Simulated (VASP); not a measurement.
These are PBE GGA with D4 dispersion, VASP's PBE PAW potentials (set 64) (plane waves; VASP 6.6.1) values and carry that method's errors.

VASP ran on this input.

File POSCAR:
```
NaI
1
    0.0000000000     3.2062662598     3.2062662598
    3.2062662598     0.0000000000     3.2062662598
    3.2062662598     3.2062662598     0.0000000000
Na I
1 1
Direct
  0.0000000000   0.0000000000   0.0000000000
  0.5000000000   0.5000000000   0.5000000000
```

KPOINTS:
```
k-points along high-symmetry lines
15
Line-mode
Reciprocal
  0.000000   0.000000   0.000000 ! GAMMA
  0.500000   0.000000   0.500000 ! X

  0.500000   0.000000   0.500000 ! X
  0.625000   0.250000   0.625000 ! U

  0.375000   0.375000   0.750000 ! K
  0.000000   0.000000   0.000000 ! GAMMA

  0.000000   0.000000   0.000000 ! GAMMA
  0.500000   0.500000   0.500000 ! L

  0.500000   0.500000   0.500000 ! L
  0.500000   0.250000   0.750000 ! W

  0.500000   0.250000   0.750000 ! W
  0.500000   0.000000   0.500000 ! X
```

INCAR:
```
SYSTEM = NaI
PREC = Accurate
ENCUT = 520
EDIFF = 1E-7
NELM = 100
ALGO = Normal
LREAL = .FALSE.
LASPH = .TRUE.
ISMEAR = 0
SIGMA = 0.05
GGA = PE
IVDW = 13
LMAXMIX = 4
LWAVE = .FALSE.
LCHARG = .FALSE.
LORBIT = 11
ICHARG = 11
```

POTCAR, in this order: Na_pv I (PBE.64 set). Program: vasp_std. Read from the step before: CHGCAR.

The resulting files:

File OSZICAR:
```
       N       E                     dE             d eps       ncg     rms          rms(c)
DAV:   1     0.769529769282E+02    0.76953E+02   -0.68611E+03  1991   0.115E+03
DAV:   2     0.140530679033E+01   -0.75548E+02   -0.70742E+02  2142   0.234E+02
DAV:   3    -0.472304899000E+01   -0.61284E+01   -0.59474E+01  2410   0.671E+01
DAV:   4    -0.490560839957E+01   -0.18256E+00   -0.18243E+00  2469   0.120E+01
DAV:   5    -0.491020167798E+01   -0.45933E-02   -0.45931E-02  2351   0.195E+00
DAV:   6    -0.491041268260E+01   -0.21100E-03   -0.21100E-03  2824   0.407E-01
DAV:   7    -0.491041671747E+01   -0.40349E-05   -0.40349E-05  2387   0.442E-02
DAV:   8    -0.491041694410E+01   -0.22663E-06   -0.22661E-06  2209   0.909E-03
DAV:   9    -0.491041694952E+01   -0.54142E-08   -0.54382E-08  1563   0.150E-03
   1 F= -.52392179E+01 E0= -.52392179E+01  d E =-.303483E-14
```

OUTCAR:
```
 val. band max:        1.0053027669   @ k =   0.0000   0.0000   0.0000

 cond. band min:       4.7225937321   @ k =   0.0000   0.0000   0.0000



 k-point     1 :       0.0000    0.0000    0.0000
  band No.  band energies     occupation
      1     -21.4024      2.00000
      2     -21.4024      2.00000
      3     -21.4024      2.00000
      4     -10.0863      2.00000
      5       1.0053      2.00000
      6       1.0053      2.00000
      7       1.0053      2.00000
      8       4.7226      0.00000
      9       8.9342      0.00000
     10       8.9342      0.00000
     11       8.9342      0.00000

 k-point     2 :       0.0357    0.0000    0.0357
  band No.  band energies     occupation
      1     -21.4025      2.00000
      2     -21.4025      2.00000
      3     -21.4024      2.00000
      4     -10.0811      2.00000
      5       0.9562      2.00000
      6       0.9935      2.00000
      7       0.9935      2.00000
      8       4.7920      0.00000
      9       8.8552      0.00000
     10       8.9660      0.00000
     11       8.9661      0.00000

 k-point     3 :       0.0714    0.0000    0.0714
  band No.  band energies     occupation
      1     -21.4027      2.00000
      2     -21.4025      2.00000
      3     -21.4025      2.00000
      4     -10.0655      2.00000
      5       0.8208      2.00000
      6       0.9589      2.00000
      7       0.9589      2.00000
      8       4.9867      0.00000
      9       8.6524      0.00000
     10       9.0601      0.00000
     11       9.0601      0.00000

 k-point     4 :       0.1071    0.0000    0.1071
  band No.  band energies     occupation
      1     -21.4030      2.00000
      2     -21.4026      2.00000
      3     -21.4026      2.00000
      4     -10.0405      2.00000
      5       0.6262      2.00000
      6       0.9045      2.00000
      7       0.9045      2.00000
      8       5.2741      0.00000
      9       8.3870      0.00000
     10       9.2125      0.00000
...
```

The density is held fixed in this step, so its total energy and stress have no physical meaning. Unless said otherwise, spin-orbit coupling is left out, though it shifts the bands of the heavy elements here.

The compound is NaI in the rock salt structure. It was relaxed first.
